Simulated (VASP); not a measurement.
Runs of VASP 6.6.1 on Mo. The structure is cubic, space group Im-3m (No. 229). Conventional cell: a = 3.131 Å, b = 3.131 Å, c = 3.131 Å, α = 90.00°, β = 90.00°, γ = 90.00°. Around Mo (site symmetry m-3m) lie 8 Mo at 2.71 Å. 

```tsv
level	k mesh	cutoff (eV)	smearing	gap on the mesh (eV)	pressure (GPa)
PBEsol	18 × 18 × 18	700	gaussian 0.1 eV	none	0.1
PBEsol	18 × 18 × 18	900	gaussian 0.1 eV	none	0.1
r2SCAN	18 × 18 × 18	520	gaussian 0.1 eV	none	(a)
PBEsol	18 × 18 × 18	520	gaussian 0.5 eV	none	0.4
PBEsol	28 × 28 × 28	520	gaussian 0.1 eV	none	0.2
```

Alike in all rows: task single point; potentials or basis VASP PAW PBE potentials, release 64 (Mo_sv); no spin polarisation; cell as given.

Estimate the missing entries.

(a) 6.4.

Caveats: the PAW data sets were made with another functional, which shifts forces and pressure a little.

A k mesh can miss the band edges, and the runs leave out spin-orbit coupling on Mo.

A gap of «none» marks a metal or a gap under the smearing width.

Not every run made on this cell is shown here.
